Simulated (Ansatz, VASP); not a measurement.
# Cross-check of Ge17H12 (Ge wire along [110], 17 atoms a period, H-terminated) between VASP and Ansatz

One calculation is typed for both programs; each brings its own data sets. How far apart do they land? The cell is taken from a series of runs on this material, whose earlier steps may have relaxed, scaled, displaced or heated it; both programs get it as it stands.

Calculated with Ansatz 0.2.0; plane waves, with VASP 6.6.1 beside it; HSE06.

## Step 1: Set-up

The cell holds 29 atoms: 12 H and 17 Ge. Its edges and angles: a = 20.121 Å, b = 17.493 Å, c = 4.090 Å, α = 90.0°, β = 90.0°, γ = 90.0°. Vacuum lies along a and b. The structure's axis is c.

## Step 2: VASP: single point, HSE06

A single point takes one fixed geometry, so differences don't come from the geometry; what else differs is listed under the comparison.

Lines of VASP's logs that name or quote its potential files are left out, and so is its time.

The run reads the wave functions of an earlier VASP run, which isn't shown here.

File INCAR:

```
SYSTEM = Ge17H12
PREC = Accurate
ENCUT = 410
EDIFF = 1E-06
NELM = 100
ISMEAR = -1
SIGMA = 0.05
LREAL = Auto
ALGO = Normal
LHFCALC = .TRUE.
AEXX = 0.25
GGA = PE
HFSCREEN = 0.208
LASPH = .TRUE.
NBANDS = 145
PRECFOCK = Fast
LORBIT = 11
LWAVE = .FALSE.
LCHARG = .FALSE.
ISIF = 2
```

File POSCAR:

```
Ge17H12
1.0
   20.1210000000      0.0000000000      0.0000000000
    0.0000000000     17.4930000000      0.0000000000
    0.0000000000      0.0000000000      4.0896991090
H Ge
12 17
Direct
    0.1717844430      0.4286981390      0.0000000000
    0.4561451790      0.8021935750      0.0000000000
    0.7563081490      0.3128877760      0.0000000000
    0.8296019290      0.5000000000      0.2986318060
    0.3147000870      0.3135859240      0.5000000000
    0.3147000870      0.6864140760      0.5000000000
    0.6150599560      0.1977465140      0.5000000000
    0.6150599560      0.8022534860      0.5000000000
    0.8296019290      0.5000000000      0.7013681940
    0.1717844430      0.5713018610      0.0000000000
    0.4561451790      0.1978064250      0.0000000000
    0.7563081490      0.6871122240      0.0000000000
    0.2174926620      0.5000000000      0.0000000000
    0.4290000260      0.3844208340      0.0000000000
    0.5011099370      0.2702327880      0.0000000000
    0.5002126350      0.5000000000      0.0000000000
    0.7120600790      0.3859000690      0.0000000000
    0.7831300230      0.5000000000      0.0000000000
    0.2863525330      0.5000000000      0.5000000000
    0.3591117540      0.3865349000      0.5000000000
    0.3591117540      0.6134651000      0.5000000000
    0.5700903660      0.2701821950      0.5000000000
    0.5700903660      0.7298178050      0.5000000000
    0.5711893830      0.5000000000      0.5000000000
    0.6422274830      0.3842295550      0.5000000000
    0.6422274830      0.6157704450      0.5000000000
    0.4290000260      0.6155791660      0.0000000000
    0.5011099370      0.7297672120      0.0000000000
    0.7120600790      0.6140999310      0.0000000000
```

File KPOINTS:

```
Automatic mesh
0
Gamma
1 1 8
0 0 0
```

PAW data sets: H and Ge_d (PBE family, release 64).

On the command line:

```
$ export OMP_NUM_THREADS=4
$ mpirun -np 1 vasp_std
```

Numbers of over 12 decimals in the logs are rounded to 6 here.

The program printed:

```text
[banner, memory and clock lines left out]
running    1 mpi-ranks, on    1 nodes
 distrk:  each k-point on    1 cores,    1 groups
 distr:  one band on    1 cores,    1 groups
 Offloading initialized ...    1 GPUs detected
 POSCAR found type information on POSCAR H Ge
 POSCAR found :  2 types and      29 ions
 LDA part: xc-table for (Slater+PW92), standard interpolation
 found WAVECAR, reading the header
 POSCAR, INCAR and KPOINTS ok, starting setup
 FFT: planning ... GRIDC
 FFT: planning ... GRID_SOFT
 FFT: planning ... GRID
 reading WAVECAR
 the WAVECAR file was read successfully
 initial charge from wavefunction
 entering main loop
       N       E                     dE             d eps       ncg     rms          rms(c)
DAV:   1    -0.135046084579E+03   -0.13505E+03   -0.87108E+00  1852   0.221E+01    0.274E+00
DAV:   2    -0.135043717166E+03    0.23674E-02   -0.63987E-01  1668   0.420E+00    0.198E+00
DAV:   3    -0.135029239462E+03    0.14478E-01   -0.81201E-02  1724   0.210E+00    0.139E+00
DAV:   4    -0.135026538811E+03    0.27007E-02   -0.13742E-02  1588   0.120E+00    0.872E-01
DAV:   5    -0.135025842899E+03    0.69591E-03   -0.36423E-03  1724   0.875E-01    0.530E-01
DAV:   6    -0.135025685499E+03    0.15740E-03   -0.16596E-03  1692   0.453E-01    0.317E-01
DAV:   7    -0.135025607364E+03    0.78134E-04   -0.44538E-04  1780   0.305E-01    0.187E-01
DAV:   8    -0.135025564079E+03    0.43285E-04   -0.16403E-04  1716   0.178E-01    0.110E-01
DAV:   9    -0.135025546462E+03    0.17618E-04   -0.98121E-05  1684   0.102E-01    0.639E-02
DAV:  10    -0.135025537444E+03    0.90180E-05   -0.40172E-05  1628   0.980E-02    0.371E-02
DAV:  11    -0.135025533893E+03    0.35503E-05   -0.19151E-05  1460   0.520E-02    0.220E-02
DAV:  12    -0.135025533112E+03    0.78161E-06   -0.11572E-05  1356   0.398E-02    0.129E-02
DAV:  13    -0.135025533609E+03   -0.49695E-06   -0.44966E-06  1380   0.346E-02
   1 F= -.13502553E+03 E0= -.13502553E+03  d E =-.597055E-09
```

OUTCAR, selected parts (step 2):

```text
ion  position               nearest neighbor table
   1  0.172  0.429  0.000-  13 1.55
   2  0.456  0.802  0.000-  28 1.56
   3  0.756  0.313  0.000-  17 1.56
   4  0.830  0.500  0.299-  18 1.54
   5  0.315  0.314  0.500-  20 1.56
   6  0.315  0.686  0.500-  21 1.56
   7  0.615  0.198  0.500-  22 1.56
   8  0.615  0.802  0.500-  23 1.56
   9  0.830  0.500  0.701-  18 1.54
  10  0.172  0.571  0.000-  13 1.55
  11  0.456  0.198  0.000-  15 1.56
  12  0.756  0.687  0.000-  29 1.56
  13  0.217  0.500  0.000-   1 1.55  10 1.55  19 2.47  19 2.47
  14  0.429  0.384  0.000-  15 2.47  16 2.48  20 2.48  20 2.48
  15  0.501  0.270  0.000-  11 1.56  14 2.47  22 2.47  22 2.47
  16  0.500  0.500  0.000-  14 2.48  27 2.48  24 2.49  24 2.49
  17  0.712  0.386  0.000-   3 1.56  18 2.46  25 2.48  25 2.48
  18  0.783  0.500  0.000-   4 1.54   9 1.54  17 2.46  29 2.46
  19  0.286  0.500  0.500-  20 2.47  21 2.47  13 2.47  13 2.47
  20  0.359  0.387  0.500-   5 1.56  19 2.47  14 2.48  14 2.48
  21  0.359  0.613  0.500-   6 1.56  19 2.47  27 2.48  27 2.48
  22  0.570  0.270  0.500-   7 1.56  25 2.47  15 2.47  15 2.47
  23  0.570  0.730  0.500-   8 1.56  26 2.47  28 2.47  28 2.47
  24  0.571  0.500  0.500-  25 2.48  26 2.48  16 2.49  16 2.49
  25  0.642  0.384  0.500-  22 2.47  24 2.48  17 2.48  17 2.48
  26  0.642  0.616  0.500-  23 2.47  24 2.48  29 2.48  29 2.48
  27  0.429  0.616  0.000-  28 2.47  16 2.48  21 2.48  21 2.48
  28  0.501  0.730  0.000-   2 1.56  27 2.47  23 2.47  23 2.47
  29  0.712  0.614  0.000-  12 1.56  18 2.46  26 2.48  26 2.48

  LATTYP: Found a simple orthorhombic cell.
 ALAT       =     4.0896991090
 B/A-ratio  =     4.2773317874
 C/A-ratio  =     4.9199218485

 Subroutine GETGRP returns: Found  4 space group operations
 (whereof  4 operations were pure point group operations)

The static configuration has the point symmetry C_2v.

 Found      5 irreducible k-points:

   k-points           NKPTS =      5   k-points in BZ     NKDIM =      8   number of bands    NBANDS=    145

   dimension x,y,z NGX =   140 NGY =  120 NGZ =   28
   dimension x,y,z NGXF=   280 NGYF=  240 NGZF=   56

   ENCUT  =  410.0 eV  30.13 Ry    5.49 a.u.  33.22 28.88  6.75*2*pi/ulx,y,z

   NELECT =     250.0000    total number of electrons

 k-points in reciprocal lattice and weights: Automatic mesh
   0.00000000  0.00000000  0.00000000       0.125
   0.00000000  0.00000000  0.12500000       0.250
   0.00000000  0.00000000  0.25000000       0.250
   0.00000000  0.00000000  0.37500000       0.250
   0.00000000  0.00000000  0.50000000       0.125

  exchange ACFDT corr.  =         0.00000000  see jH, gK, PRB 81, 115126

 average (electrostatic) potential at core
       1 -34.6446       2 -34.6712       3 -34.6484       4 -34.6759       5 -34.6488
       6 -34.6488       7 -34.6705       8 -34.6705       9 -34.6759      10 -34.6446
      11 -34.6712      12 -34.6484      13 -73.8132      14 -73.8651      15 -73.8503
      16 -73.8725      17 -73.8288      18 -73.6394      19 -73.8550      20 -73.8491
      21 -73.8491      22 -73.8498      23 -73.8498      24 -73.8727      25 -73.8630
      26 -73.8630      27 -73.8651      28 -73.8503      29 -73.8288

 E-fermi :  -1.5062

 k-point     1 :       0.0000    0.0000    0.0000
  band No.  band energies     occupation
    ...
    121      -3.5247      2.00000
    122      -3.3684      2.00000
    123      -3.3510      2.00000
    124      -2.9874      2.00000
    125      -2.5365      2.00000
    126      -0.4527      0.00000
    127      -0.3942      0.00000
    128      -0.3593      0.00000
    129      -0.1819      0.00000
    130      -0.1620      0.00000
    ...

 k-point     2 :       0.0000    0.0000    0.1250
  band No.  band energies     occupation
    ...
    121      -3.7888      2.00000
    122      -3.6105      2.00000
    123      -3.5850      2.00000
    124      -3.3863      2.00000
    125      -3.1805      2.00000
    126       0.4758      0.00000
    127       0.4834      0.00000
    128       0.6209      0.00000
    129       0.6844      0.00000
    130       0.7053      0.00000
    ...

 k-point     3 :       0.0000    0.0000    0.2500
  band No.  band energies     occupation
    ...
    121      -4.0877      2.00000
    122      -3.8945      2.00000
    123      -3.7463      2.00000
    124      -3.7259      2.00000
    125      -3.5705      2.00000
    126       0.5852      0.00000
    127       0.6268      0.00000
    128       0.6357      0.00000
    129       0.7894      0.00000
    130       1.0687      0.00000
    ...

  Total       -7.8603603     -7.7821690     -7.7477712      0.0000000      0.0000000      0.0000000
  in kB       -8.7487866     -8.6617576     -8.6234719      0.0000000      0.0000000      0.0000000
  external PRESSURE =      -8.6780054 kB  Pullay stress =       0.0000000 kB

  energy-cutoff  :      410.00
  volume of cell :     1439.48
      direct lattice vectors                 reciprocal lattice vectors
    20.121000000  0.000000000  0.000000000     0.049699319  0.000000000  0.000000000
     0.000000000 17.493000000  0.000000000     0.000000000  0.057165723  0.000000000
     0.000000000  0.000000000  4.089699109     0.000000000  0.000000000  0.244516766

 POSITION                                       TOTAL-FORCE (eV/Angst)
 -----------------------------------------------------------------------------------
      3.45647      7.49922      0.00000         0.147485      0.168495      0.000000
      9.17810     14.03277      0.00000         0.137714     -0.192974      0.000000
     15.21768      5.47335      0.00000        -0.132472      0.194616      0.000000
     16.69242      8.74650      1.22131        -0.164200      0.000000     -0.228239
      6.33208      5.48556      2.04485         0.131385      0.191020      0.000000
      6.33208     12.00744      2.04485         0.131385     -0.191020      0.000000
     12.37562      3.45918      2.04485        -0.141419      0.193395      0.000000
     12.37562     14.03382      2.04485        -0.141419     -0.193395      0.000000
     16.69242      8.74650      2.86838        -0.164200      0.000000      0.228239
      3.45647      9.99378      0.00000         0.147485     -0.168495      0.000000
      9.17810      3.46023      0.00000         0.137714      0.192974      0.000000
     15.21768     12.01965      0.00000        -0.132472     -0.194616      0.000000
      4.37617      8.74650      0.00000        -0.059543      0.000000      0.000000
      8.63191      6.72467      0.00000         0.012887      0.025886     -0.000000
     10.08283      4.72718      0.00000        -0.037521     -0.026166     -0.000000
     10.06478      8.74650      0.00000         0.007509      0.000000      0.000000
     14.32736      6.75055      0.00000         0.018200     -0.050635      0.000000
     15.75736      8.74650      0.00000         0.081699      0.000000      0.000000
      5.76170      8.74650      2.04485         0.038700      0.000000      0.000000
      7.22569      6.76166      2.04485        -0.024723     -0.048121      0.000000
      7.22569     10.73134      2.04485        -0.024723      0.048121      0.000000
     11.47079      4.72630      2.04485         0.036661     -0.023246      0.000000
     11.47079     12.76670      2.04485         0.036661      0.023246     -0.000000
     11.49290      8.74650      2.04485        -0.007449      0.000000      0.000000
     12.92226      6.72133      2.04485        -0.014455      0.021749      0.000000
     12.92226     10.77167      2.04485        -0.014455     -0.021749      0.000000
      8.63191     10.76833      0.00000         0.012887     -0.025886      0.000000
     10.08283     12.76582      0.00000        -0.037521      0.026166      0.000000
     14.32736     10.74245      0.00000         0.018200      0.050635     -0.000000
 -----------------------------------------------------------------------------------
    total drift:                               -0.012576     -0.000087      0.000012

  FREE ENERGIE OF THE ION-ELECTRON SYSTEM (eV)
  ---------------------------------------------------
  free  energy   TOTEN  =      -135.0255336086 eV

  energy  without entropy=     -135.0255336080  energy(sigma->0) =     -135.02553361

 total charge
# of ion       s       p       d       tot
------------------------------------------
    1        0.540   0.012   0.000   0.553
    2        0.536   0.012   0.000   0.548
    3        0.536   0.012   0.000   0.548
    4        0.546   0.015   0.000   0.561
    5        0.536   0.012   0.000   0.548
    6        0.536   0.012   0.000   0.548
    7        0.536   0.012   0.000   0.548
    8        0.536   0.012   0.000   0.548
    9        0.546   0.015   0.000   0.561
   10        0.540   0.012   0.000   0.553
   11        0.536   0.012   0.000   0.548
   12        0.536   0.012   0.000   0.548
   13        1.080   1.384  10.056  12.520
   14        1.104   1.273  10.020  12.397
   15        1.090   1.331  10.037  12.458
   16        1.108   1.256  10.020  12.385
   17        1.090   1.331  10.037  12.458
   18        1.086   1.421  10.056  12.564
   19        1.098   1.293  10.019  12.411
   20        1.093   1.321  10.038  12.451
   21        1.093   1.321  10.038  12.451
   22        1.090   1.331  10.037  12.459
   23        1.090   1.331  10.037  12.459
   24        1.108   1.256  10.020  12.385
   25        1.103   1.275  10.020  12.397
   26        1.103   1.275  10.020  12.397
   27        1.104   1.273  10.020  12.397
   28        1.090   1.331  10.037  12.458
   29        1.090   1.331  10.037  12.458
--------------------------------------------------
tot         25.081  22.484 170.549 218.115

[... 2 further parts left out ...]
```

(Continued in part 2 of 2.)

[Lines on the potential files, build, host, timing and source positions are cut from VASP's logs without a mark.]

[Logs are printed without paths, hosts, clocks, repeated set-up lines and the standing remarks that a program may print on its own settings, such as how far it seeks lower states.]

[Hosts, paths, dates, database ids (printed as entryN), source tags and the programs' standing remarks are cut or masked in the printed files.]
